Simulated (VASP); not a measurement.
Input:

```
PdSb
1.0
    3.61400     0.00000     0.00000
    0.00000     3.61400     0.00000
    0.00000     0.00000     3.61400
Pd Sb
1 1
Direct
  0.00000   0.00000   0.00000
  0.50000   0.50000   0.50000
```

Computed with PBEsol GGA, VASP's PBE PAW potentials (set 64) (plane waves; VASP). Settings: 400 eV cut-off, 9×9×9 Γ-centred mesh, first-order Methfessel-Paxton smearing of 0.10 eV, potentials Pd Sb.

Energy and stress use the plane-wave basis of the starting cell.

Question: The ions, cell shape and volume are relaxed. What does this cell relax into?

Answer: 
```
PdSb
1.0
    3.35723     0.00000     0.00000
    0.00000     3.35723     0.00000
    0.00000     0.00000     3.35723
Pd Sb
1 1
Direct
  0.00000   0.00000   0.00000
  0.50000   0.50000   0.50000
```
Space group Pm-3m (221), at a tolerance of 0.03 Å.

Question: How do energy and volume change from the first to the last step?

Answer: The energy (σ→0) changes by -299.5 meV/atom and the volume by -19.8 %, in 4 ionic steps.

The structure was generated: PdSb was put into the CsCl type type (Pm-3m), which need not be its known phase. This run relaxes it. Symmetry was kept, so distortions that lower it aren't found. The electron count is odd and the run is not spin-polarised, which forces a metal.
